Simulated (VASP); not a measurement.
Level of theory: PBEsol GGA, VASP's PBE PAW potentials (set 64) (plane waves; VASP 6.6.1).

The input files of a VASP run:

File KPOINTS:
```
Automatic mesh
0
Gamma
4 4 4
0.5 0.5 0.5
```

**INCAR**
```
SYSTEM  =  InP
PREC  =  Accurate; ENCUT  =  300; LREAL  =  .FALSE.
LASPH  =  .TRUE.
EDIFF  =  1E-6; NELM  =  100; ALGO  =  Normal
LMAXMIX  =  4
ISMEAR  =  -1; SIGMA  =  0.2
GGA  =  PS
IBRION  =  2; NSW  =  50; ISIF  =  3
EDIFFG  =  -0.01
LWAVE  =  .FALSE.; LCHARG  =  .FALSE.
```

**POSCAR**
```
InP
1
    0.0000000000     2.9519750000     2.9519750000
    2.9519750000     0.0000000000     2.9519750000
    2.9519750000     2.9519750000     0.0000000000
In P
1 1
Direct
 -0.0002990000   0.0060920000  -0.0019170000
  0.2502990000   0.2439080000   0.2519170000
```

POTCAR, in this order: In_d P (PBE.64 set). Program: vasp_std.

Question: What will the output report for the number of irreducible k-points (NKPTS), largest plane-wave count, number of space-group operations, FFT grid (NGX, NGY, NGZ)?

Answer: 
| Item | Value |
|---|---|
| number of irreducible k-points (NKPTS) | 128 |
| largest plane-wave count | 611 |
| number of space-group operations | 1 |
| FFT grid (NGX, NGY, NGZ) | 24 × 24 × 24 |

The structure comes from a computed database's InP entry; how it stands against other phases isn't given here. In the starting cell atoms are displaced from their ideal sites. This run relaxes it. The k-mesh is coarse (spacing up to 0.46 per Å, 2π included), so the numbers may not be converged in it. The run is one of a series of settings (EDIFFG = -0.01, IBRION = 2, ISIF = 3, ISMEAR = -1, NSW = 50, SIGMA = 0.2, KPOINTS 4×4×4 Γ-centred mesh shifted by (0.5, 0.5, 0.5) against the base run), some of them coarse on purpose.
